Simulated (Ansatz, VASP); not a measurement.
# Li2B: VASP beside Ansatz

Contents of INCAR:

```
SYSTEM = Li2B
ALGO = Normal
EDIFF = 1E-7
ENCUT = 520
GGA = PE
ISIF = 2
ISMEAR = 0
LASPH = .True.
LCHARG = .False.
LREAL = .False.
LWAVE = .False.
NBANDS = 18
NELM = 60
PREC = Accurate
SIGMA = 0.1
```

The input KPOINTS:

```
k-points
0
Gamma
  6 6 6
  0 0 0
```

The input POSCAR:

```
Li2B
1.0
   -2.9049768300      2.9049768300      2.2813512900
    2.9049768300     -2.9049768300      2.2813512900
    2.9049768300      2.9049768300     -2.2813512900
Li B
4 2
Direct
    0.3485988300      0.1514011700      0.5000000000
    0.8485988300      0.3485988300      0.1971976600
    0.6514011700      0.8485988300      0.5000000000
    0.1514011700      0.6514011700      0.8028023400
    0.2500000000      0.2500000000      0.0000000000
    0.7500000000      0.7500000000      0.0000000000
```

Input for Ansatz:

```yaml
crystal:
  lattice:
    - [-2.90497683, 2.90497683, 2.28135129]
    - [2.90497683, -2.90497683, 2.28135129]
    - [2.90497683, 2.90497683, -2.28135129]
  atoms:
    - { symbol: Li, position: [0.34859883, 0.15140117, 0.5] }
    - { symbol: Li, position: [0.84859883, 0.34859883, 0.19719766] }
    - { symbol: Li, position: [0.65140117, 0.84859883, 0.5] }
    - { symbol: Li, position: [0.15140117, 0.65140117, 0.80280234] }
    - { symbol: B, position: [0.25, 0.25, 0.0] }
    - { symbol: B, position: [0.75, 0.75, 0.0] }
basis:
  ecutwfc: 420
kpoints:
  mp_grid: { grid: [6, 6, 6] }
hamiltonian:
  xc: pbe
scf:
  occupations: { method: gaussian, width: 0.1 }
  lower_state_search: "off"
output:
  forces: true
  stress: true
  eigenvalues: true
```

Change from the starting cell: species swapped into the Zr2Al type (I4/mcm, No. 140).

Alike in both runs: task single point; functional PBE; k mesh 6 × 6 × 6; occupations gaussian, width 0.1 eV; no spin polarisation.

|  | VASP | Ansatz |
| --- | --- | --- |
| version | VASP 6.6.1 | Ansatz 0.2.0 |
| potentials or method | VASP PAW PBE potentials, release 64 (Li_sv, B) | scalar-relativistic, plane waves, PAW |
| plane-wave cutoff (eV) | 520 | 420 |
| valence electrons in the cell | 18 | 18 |

VASP gave:

| Quantity | Value |
| --- | --- |
| gap on the k mesh at the Fermi level (eV) | none |
| rms of the force components (eV/Å) | 0.423 |

Q: What did Ansatz give for the same quantities?

A: gap on the k mesh at the Fermi level (eV): none; rms of the force components (eV/Å): 0.424.

Atom by atom the forces differ by 0.000 eV/Å (rms over components). A gap of «none» marks a metal or a gap that the smearing closes.
